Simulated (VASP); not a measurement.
# Sr2OsSO6 (Fm-3m) in VASP: further runs

One crystal, Sr2OsSO6, is run at these levels: PBE; tasks: single point.

Everything below comes from runs of VASP 6.6.1. Logs are shortened: lines on timing, memory, paths and dates and some standing lists are left out, and cuts for length are marked.

## Step 1: The structure

Symmetry: Fm-3m, No. 225, cubic system. The conventional cell has a = 8.005 Å, b = 8.005 Å, c = 8.005 Å, α = 90.00°, β = 90.00°, γ = 90.00°. Around S (site symmetry m-3m) lie 6 O at 2.14 Å. Around Sr (site symmetry -43m) lie 12 O at 2.83 Å. Os (site symmetry m-3m) is surrounded by 6 O at 1.87 Å. O (site symmetry 4mm) has 1 Os at 1.87 Å and 1 S at 2.14 Å as nearest neighbours.

The cell was built by a generator and needn't be a form met in nature.

## Step 2: Single point, PBE

File INCAR:

```
ALGO = Normal ; EDIFF = 1E-6
ENCUT = 520 ; GGA = PE
ISIF = 2 ; ISMEAR = -1
LASPH = T ; LCHARG = F
LREAL = F ; LWAVE = F
NBANDS = 46 ; NELM = 100
PREC = Accurate ; SIGMA = 0.1
```

File KPOINTS:

```
k-points
0
Gamma
  4 4 4
```

File POSCAR:

```
Sr2OsSO6
1.0
    0.0000000000      4.0024200000      4.0024200000
    4.0024200000      0.0000000000      4.0024200000
    4.0024200000      4.0024200000      0.0000000000
S Sr Os O
1 2 1 6
Direct
    0.5000000000      0.5000000000      0.5000000000
    0.2500000000      0.2500000000      0.2500000000
    0.7500000000      0.7500000000      0.7500000000
    0.0000000000      0.0000000000      0.0000000000
    0.7670000000      0.2330000000      0.2330000000
    0.2330000000      0.7670000000      0.2330000000
    0.2330000000      0.7670000000      0.7670000000
    0.7670000000      0.2330000000      0.7670000000
    0.2330000000      0.2330000000      0.7670000000
    0.7670000000      0.7670000000      0.2330000000
```

Potentials or basis: VASP PAW PBE potentials, release 64 (S, Sr_sv, Os, O).

Started as:

```console
cat potpaw_PBE.64/S/POTCAR potpaw_PBE.64/Sr_sv/POTCAR potpaw_PBE.64/Os/POTCAR potpaw_PBE.64/O/POTCAR > POTCAR
mpirun -np 1 vasp_std > vasp.out
```

OUTCAR:

```text
EDIFF = 1E-6
   ENCUT = 520
   GGA = PE
   ISIF = 2
   ISMEAR = -1
   LASPH = T
   LREAL = F
   NELM = 100
   PREC = Accurate

 ion  position               nearest neighbor table
   1  0.500  0.500  0.500-   5 2.14   6 2.14   7 2.14   8 2.14   9 2.14  10 2.14   2 3.47   2 3.47
                             2 3.47   3 3.47   3 3.47   3 3.47   3 3.47   2 3.47
   2  0.250  0.250  0.250-   5 2.83   8 2.83  10 2.83   6 2.83   7 2.83  10 2.83   7 2.83   8 2.83
                             9 2.83   5 2.83   6 2.83   9 2.83   4 3.47   4 3.47   4 3.47   1 3.47
   3  0.750  0.750  0.750-   7 2.83   8 2.83  10 2.83   5 2.83   6 2.83  10 2.83   5 2.83   8 2.83
                             9 2.83   6 2.83   7 2.83   9 2.83   1 3.47   1 3.47   4 3.47   1 3.47
   4  0.000  0.000  0.000-   5 1.87   6 1.87   7 1.87   8 1.87   9 1.87  10 1.87   3 3.47   3 3.47
                             3 3.47   2 3.47   2 3.47   2 3.47   3 3.47   2 3.47
   5  0.767  0.233  0.233-   4 1.87   1 2.14   3 2.83   2 2.83   3 2.83   2 2.83
   6  0.233  0.767  0.233-   4 1.87   1 2.14   3 2.83   2 2.83   3 2.83   2 2.83
   7  0.233  0.767  0.767-   4 1.87   1 2.14   3 2.83   3 2.83   2 2.83   2 2.83
   8  0.767  0.233  0.767-   4 1.87   1 2.14   3 2.83   3 2.83   2 2.83   2 2.83
   9  0.233  0.233  0.767-   4 1.87   1 2.14   3 2.83   2 2.83   3 2.83   2 2.83
  10  0.767  0.767  0.233-   4 1.87   1 2.14   3 2.83   3 2.83   2 2.83   2 2.83

  LATTYP: Found a face centered cubic cell.
 ALAT       =     8.0048400000

  Lattice vectors:

 A1 = (   0.0000000000,   4.0024200000,   4.0024200000)
 A2 = (   4.0024200000,   0.0000000000,   4.0024200000)
 A3 = (   4.0024200000,   4.0024200000,   0.0000000000)

Analysis of symmetry for initial positions (statically):
=====================================================================
 Subroutine PRICEL returns:
 Original cell was already a primitive cell.

 Routine SETGRP: Setting up the symmetry group for a
 face centered cubic supercell.

 Subroutine GETGRP returns: Found 48 space group operations
 (whereof 48 operations were pure point group operations)
 out of a pool of 48 trial point group operations.

The static configuration has the point symmetry O_h .

Analysis of symmetry for dynamics (positions and initial velocities):
=====================================================================
 Subroutine PRICEL returns:
 Original cell was already a primitive cell.

 Routine SETGRP: Setting up the symmetry group for a
 face centered cubic supercell.

 Subroutine GETGRP returns: Found 48 space group operations
 (whereof 48 operations were pure point group operations)
 out of a pool of 48 trial point group operations.

The dynamic configuration has the point symmetry O_h .

 Subroutine INISYM returns: Found 48 space group operations
 (whereof 48 operations are pure point group operations),
 and found     1 'primitive' translations

----------------------------------------------------------------------------------------

                                     Primitive cell

  volume of cell :     128.2325

  direct lattice vectors                    reciprocal lattice vectors
     0.000000000  4.002420000  4.002420000    -0.124924421  0.124924421  0.124924421
     4.002420000  0.000000000  4.002420000     0.124924421 -0.124924421  0.124924421
     4.002420000  4.002420000  0.000000000     0.124924421  0.124924421 -0.124924421

  length of vectors
     5.660276646  5.660276646  5.660276646     0.216375444  0.216375444  0.216375444

  position of ions in fractional coordinates (direct lattice)
     0.500000000  0.500000000  0.500000000
     0.250000000  0.250000000  0.250000000
     0.750000000  0.750000000  0.750000000
     0.000000000  0.000000000  0.000000000
     0.767000000  0.233000000  0.233000000
     0.233000000  0.767000000  0.233000000
     0.233000000  0.767000000  0.767000000
     0.767000000  0.233000000  0.767000000
     0.233000000  0.233000000  0.767000000
     0.767000000  0.767000000  0.233000000

  ion indices of the primitive-cell ions
   primitive index   ion index
                 1           1
                 2           2
                 3           3
                 4           4
                 5           5
                 6           6
                 7           7
                 8           8
                 9           9
                10          10

----------------------------------------------------------------------------------------

 KPOINTS: k-points

Automatic generation of k-mesh.
 Grid dimensions read from file:
 generate k-points for:    4    4    4

 Generating k-lattice:

  Cartesian coordinates                     Fractional coordinates (reciprocal lattice)
    -0.031231105  0.031231105  0.031231105     0.250000000  0.000000000  0.000000000
     0.031231105 -0.031231105  0.031231105     0.000000000  0.250000000  0.000000000
     0.031231105  0.031231105 -0.031231105     0.000000000  0.000000000  0.250000000

  Length of vectors
     0.054093861  0.054093861  0.054093861

  Shift w.r.t. Gamma in fractional coordinates (k-lattice)
     0.000000000  0.000000000  0.000000000

 Subroutine IBZKPT returns following result:
 ===========================================

 Found      8 irreducible k-points:

 Following reciprocal coordinates:
            Coordinates               Weight
  0.000000  0.000000  0.000000      1.000000
  0.250000  0.000000  0.000000      8.000000
  0.500000  0.000000  0.000000      4.000000
  0.250000  0.250000  0.000000      6.000000
  0.500000  0.250000  0.000000     24.000000
 -0.250000  0.250000  0.000000     12.000000
  0.500000  0.500000  0.000000      3.000000
 -0.250000  0.500000  0.250000      6.000000
   k-points           NKPTS =      8   k-points in BZ     NKDIM =      8   number of bands    NBANDS=     46
   number of dos      NEDOS =    301   number of ions     NIONS =     10
   total plane-waves  NPLWV =  74088
   dimension x,y,z NGX =    42 NGY =   42 NGZ =   42
   dimension x,y,z NGXF=    84 NGYF=   84 NGZF=   84
   ions per type =               1   2   1   6
   NGX,Y,Z   is equivalent  to a cutoff of  12.34, 12.34, 12.34 a.u.
   NGXF,Y,Z  is equivalent  to a cutoff of  24.67, 24.67, 24.67 a.u.
 SYSTEM =  unknown system
   PREC   = accura    normal or accurate (medium, high low for compatibility)
   ISTART =      0    job   : 0-new  1-cont  2-samecut
   ICHARG =      2    charge: 1-file 2-atom 10-const
   ISPIN  =      1    spin polarized calculation?
   LNONCOLLINEAR =      F non collinear calculations
   LSORBIT =      F    spin-orbit coupling
   LASPH  =      T    aspherical Exc in radial PAW
   ENCUT  =  520.0 eV  38.22 Ry    6.18 a.u.  10.52 10.52 10.52*2*pi/ulx,y,z
   NELM   =    100;   NELMIN=  2; NELMDL= -5     # of ELM steps
   EDIFF  = 0.1E-05   stopping-criterion for ELM
   LREAL  =      F    real-space projection
   EDIFFG = 0.1E-04   stopping-criterion for IOM
   NSW    =      0    number of steps for IOM
   IBRION =     -1    ionic relax: 0-MD 1-quasi-New 2-CG
   NFREE  =      0    steps in history (QN), initial steepest desc. (CG)
   ISIF   =      2    stress and relaxation
   ISYM   =      2    0-nonsym 1-usesym 2-fastsym
   POTIM  = 0.5000    time-step for ionic-motion
   TEBEG  =    0.0;   TEEND  =   0.0 temperature during run
   PSTRESS=    0.0 pullay stress
   NELECT =      70.0000    total number of electrons
   NUPDOWN=      -1.0000    fix difference up-down
   EMIN   =  10.00;   EMAX   =-10.00  energy-range for DOS
   EFERMI =   0.00;   METHOD = LEGACY
   ISMEAR =    -1;   SIGMA  =   0.10  broadening in eV -4-tet -1-fermi 0-gaus
   EFERMI_NEDOS =   21; number of points for ismear=-14 and -15
   IALGO  =     38    algorithm
   IMIX   =      4    mixing-type and parameters
     AMIX     =   0.40;   BMIX     =  1.00
     AMIX_MAG =   1.60;   BMIX_MAG =  1.00
  volume/ion in A,a.u.               =      12.82        86.54
  Fermi-wavevector in a.u.,A,eV,Ry     =   1.337955  2.528368 24.356111  1.790124
  Thomas-Fermi vector in A             =   2.466463
   LORBIT       =      0    0 simple, 1 ext, 2 COOP (PROOUT), +10 PAW based schemes
   GGA     = PE    functional components
   LHFCALC =     F    Hartree Fock is set to
   AEXX    =    0.0000 exact exchange contribution
   IVDW    =     0    specifies the selected vdW correction
   LEPSILON=     F    determine dielectric tensor
   LRPA    =     F    only Hartree local field effects (RPA)
 non-spin polarized calculation
  energy-cutoff  :      520.00
  volume of cell :      128.23
 maximum number of plane-waves:      3479
   NGX = 21   NGY = 21   NGZ = 21

 number of electron      69.9999990 magnetization

 Free energy of the ion-electron system (eV)
  ---------------------------------------------------
  ext. energy  EPLUGINS =         0.00000000
  ---------------------------------------------------
  free energy    TOTEN  =       -60.89235782 eV

  energy without entropy =      -60.69509560  energy(sigma->0) =      -60.79372671

 E-fermi :   5.5213     XC(G=0): -10.9465

 val. band max:        5.4730883542   @ k =  -0.2500   0.2500   0.0000
 cond. band min:       5.5225306776   @ k =  -0.2500   0.5000   0.2500
 fundamental gap:      0.0494423234
 Fermi energy:         5.5212920789

 k-point     1 :       0.0000    0.0000    0.0000
  band No.  band energies     occupation
      1     -29.7311      2.00000
      2     -29.6887      2.00000
      3     -15.1332      2.00000
      4     -13.7878      2.00000
      5     -13.7878      2.00000
      6     -13.3156      2.00000
[... 38 lines left out ...]
     45      10.8065      0.00000
     46      11.0782      0.00000
[... 302 lines left out ...]
      6     -13.5026      2.00000
[... 38 lines left out ...]
     45      11.3046      0.00000
     46      11.3240      0.00000

------------------------ aborting loop because EDIFF is reached ----------------------------------------

  FORCE on cell =-STRESS in cart. coord.  units (eV):
  Direction    XX          YY          ZZ          XY          YZ          ZX
  --------------------------------------------------------------------------------------
  -------------------------------------------------------------------------------------
  Total       11.2374348     11.2374348     11.2374348     -0.0000000     -0.0000000      0.0000000
  in kB      140.4041011    140.4041011    140.4041011     -0.0000000     -0.0000000      0.0000000
  external PRESSURE =     140.4041011 kB  Pullay stress =       0.0000000 kB

 VOLUME and BASIS-vectors are now :
 -----------------------------------------------------------------------------
  energy-cutoff  :      520.00
  volume of cell :      128.23
      direct lattice vectors                 reciprocal lattice vectors
     0.000000000  4.002420000  4.002420000    -0.124924421  0.124924421  0.124924421
     4.002420000  0.000000000  4.002420000     0.124924421 -0.124924421  0.124924421
     4.002420000  4.002420000  0.000000000     0.124924421  0.124924421 -0.124924421

 POSITION                                       TOTAL-FORCE (eV/Angst)
 -----------------------------------------------------------------------------------
      4.00242      4.00242      4.00242        -0.000000      0.000000      0.000000
      2.00121      2.00121      2.00121         0.000000      0.000000     -0.000000
      6.00363      6.00363      6.00363        -0.000000     -0.000000      0.000000
      0.00000      0.00000      0.00000        -0.000000      0.000000     -0.000000
      1.86513      4.00242      4.00242         3.043861      0.000000      0.000000
      4.00242      1.86513      4.00242        -0.000000      3.043861      0.000000
      6.13971      4.00242      4.00242        -3.043861      0.000000      0.000000
      4.00242      6.13971      4.00242        -0.000000     -3.043861      0.000000
      4.00242      4.00242      1.86513        -0.000000      0.000000      3.043861
      4.00242      4.00242      6.13971        -0.000000      0.000000     -3.043861
 -----------------------------------------------------------------------------------
    total drift:                               -0.000000     -0.000000     -0.000000

  FREE ENERGIE OF THE ION-ELECTRON SYSTEM (eV)
  ---------------------------------------------------
  free  energy   TOTEN  =       -60.8923578185 eV

  energy  without entropy=      -60.6950956043  energy(sigma->0) =      -60.79372671
```

Wall time 62 s (1 thread of Intel Xeon Platinum 8488C (Sapphire Rapids), shared host); peak memory 0.27 GiB.

What came out:

| Item | Value |
| --- | --- |
| Free energy | -60.8924 eV |
| Pressure | 14.0 GPa |
| Largest force | 3.044 eV/Å |
| Band gap on the k mesh | none (metal or under the smearing width) |

Forces in eV/Å, atoms in the order of the input:
```
S    0.000  0.000  0.000
Sr   0.000  0.000  0.000
Sr   0.000  0.000  0.000
Os   0.000  0.000  0.000
O    3.044  0.000  0.000
O    0.000  3.044  0.000
O   -3.044  0.000  0.000
O    0.000 -3.044  0.000
O    0.000  0.000  3.044
O    0.000  0.000 -3.044
```

Levels at points of the mesh, in eV from the Fermi level:
| k point | band 33 | band 34 | band 35 | band 36 | band 37 | band 38 |
| --- | --- | --- | --- | --- | --- | --- |
| (0.00, 0.00, 0.00) | -2.39 | -0.34 | -0.34 | -0.34 | 1.00 | 1.00 |
| (0.50, 0.00, 0.00) | -2.31 | -0.78 | -0.63 | -0.63 | 0.44 | 0.44 |
| (0.50, 0.50, 0.00) | -2.47 | -0.64 | 0.63 | 0.63 | 1.38 | 1.38 |

Caveat: forces of over 1 eV/Å show positions far from the minimum, so gaps and moduli don't describe the material at rest. The run has no spin-orbit coupling, so splittings on Os are missing.

## Step 3: Single point, PBE

File INCAR:

```
SYSTEM = Sr2OsSO6
ALGO = Fast
EDIFF = 1E-6
ENCUT = 520
GGA = PE
ISIF = 2
ISMEAR = -1
LASPH = .TRUE.
LCHARG = .FALSE.
LREAL = .FALSE.
LWAVE = .FALSE.
NBANDS = 46
NELM = 100
PREC = Accurate
SIGMA = 0.15
```

File KPOINTS:

```
k-points
0
G
  6 6 6
  0 0 0
```

POSCAR is that of step 2.

Potentials or basis: VASP PAW PBE potentials, release 64 (S, Sr_sv, Os, O).

Started as:

```console
cat potpaw_PBE.64/S/POTCAR potpaw_PBE.64/Sr_sv/POTCAR potpaw_PBE.64/Os/POTCAR potpaw_PBE.64/O/POTCAR > POTCAR
mpirun -np 1 vasp_std > vasp.out
```

Wall time 3.3 min (1 thread of Intel Xeon Platinum 8488C (Sapphire Rapids), shared host); peak memory 0.31 GiB.

The run converged. Its results:

```
Free energy            : -61.0038 eV
Pressure               : 14.2 GPa
Largest force          : 3.032 eV/Å
Band gap on the k mesh : none (metal or under the smearing width)
```

Forces on the atoms (eV/Å):
```
S    0.000  0.000  0.000
Sr   0.000  0.000  0.000
Sr   0.000  0.000  0.000
Os   0.000  0.000  0.000
O    3.032  0.000  0.000
O    0.000  3.032  0.000
O   -3.032  0.000  0.000
O    0.000 -3.032  0.000
O    0.000  0.000  3.032
O    0.000  0.000 -3.032
```

Levels at points of the mesh, in eV from the Fermi level:
```
           k point  band 31  band 32  band 33  band 34  band 35  band 36  band 37  band 38  band 39  band 40
(0.00, 0.00, 0.00)    -2.35    -2.35    -2.35    -0.30    -0.30    -0.30     1.03     1.03     1.03     3.18
(0.50, 0.00, 0.00)    -3.19    -2.70    -2.27    -0.75    -0.60    -0.60     0.47     0.47     1.13     5.03
(0.50, 0.50, 0.00)    -3.51    -3.51    -2.43    -0.61     0.66     0.66     1.41     1.41     1.60     4.76
```

Caveat: forces of over 1 eV/Å show positions far from the minimum, so gaps and moduli don't describe the material at rest.

## Step 4: Single point, PBE

File INCAR:

```
PREC     = Accurate       # precision mode
ENCUT    = 520            # plane-wave cutoff, eV
EDIFF    = 1E-6           # SCF threshold, eV
ISMEAR   = -1             # smearing method
SIGMA    = 0.1            # smearing width, eV
LREAL    = F              # projectors in reciprocal space
LASPH    = T              # aspherical terms in the spheres
NELM     = 80             # most SCF steps
ALGO     = Fast           # electronic algorithm
ISIF     = 2              # what is computed and relaxed
LWAVE    = F              # write WAVECAR
LCHARG   = F              # write CHGCAR
GGA      = PE             # functional
NBANDS   = 46             # bands
```

File KPOINTS:

```
regular mesh
0
Gamma
  4 4 4
```

POSCAR is that of step 3.

Started as:

```console
cat potpaw_PBE.64/S/POTCAR potpaw_PBE.64/Sr_sv/POTCAR potpaw_PBE.64/Os/POTCAR potpaw_PBE.64/O/POTCAR > POTCAR
mpirun -np 1 vasp_std > vasp.out
```

Run time: 1.8 min. Hardware: 1 thread of Intel Xeon Platinum 8488C (Sapphire Rapids), shared host; peak memory 0.28 GiB.

Results (log left out):

| Property | Result |
| --- | --- |
| Free energy | -60.8924 eV |
| Pressure | 14.0 GPa |
| Largest force | 3.044 eV/Å |
| Band gap on the k mesh | none (metal or under the smearing width) |

Forces on the atoms (eV/Å):
```
S    0.000  0.000  0.000
Sr   0.000  0.000  0.000
Sr   0.000  0.000  0.000
Os   0.000  0.000  0.000
O    3.044  0.000  0.000
O    0.000  3.044  0.000
O   -3.044  0.000  0.000
O    0.000 -3.044  0.000
O    0.000  0.000  3.044
O    0.000  0.000 -3.044
```

Levels at points of the mesh, in eV from the Fermi level:
```csv
k point,band 33,band 34,band 35,band 36,band 37,band 38
"(0.00, 0.00, 0.00)",-2.39,-0.34,-0.34,-0.34,1.00,1.00
"(0.50, 0.00, 0.00)",-2.31,-0.78,-0.63,-0.63,0.44,0.44
"(0.50, 0.50, 0.00)",-2.47,-0.64,0.63,0.63,1.38,1.38
```

Caveat: forces of over 1 eV/Å show positions far from the minimum, so gaps and moduli don't describe the material at rest. The run has no spin-orbit coupling, so splittings on Os are missing.
